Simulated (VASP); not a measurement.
Given:

```
CELL_PARAMETERS angstrom
      0.00000     2.32269     2.32269
      2.32269     0.00000     2.32269
      2.32269     2.32269     0.00000
ATOMIC_POSITIONS crystal
  Hf 0.00000 0.00000 0.00000
  C  0.50000 0.50000 0.50000
```

Level of theory: AM05 GGA, VASP's PBE PAW potentials (set 64) (plane waves; VASP 6.6.1). Run with 520 eV cut-off, 14×14×14 Γ-centred mesh, first-order Methfessel-Paxton smearing of 0.10 eV, potentials Hf_pv C.

Q: Give the stress tensor in GPa (positive for a compressed cell).

A: 
```
-7.29   0.00   0.00
 0.00  -7.29   0.00
 0.00   0.00  -7.29
```
The pressure is its mean diagonal, -7.29 GPa.

The compound is HfC in the rock salt structure. This cell is one point of a volume scan, at 1.03 of the reference volume.
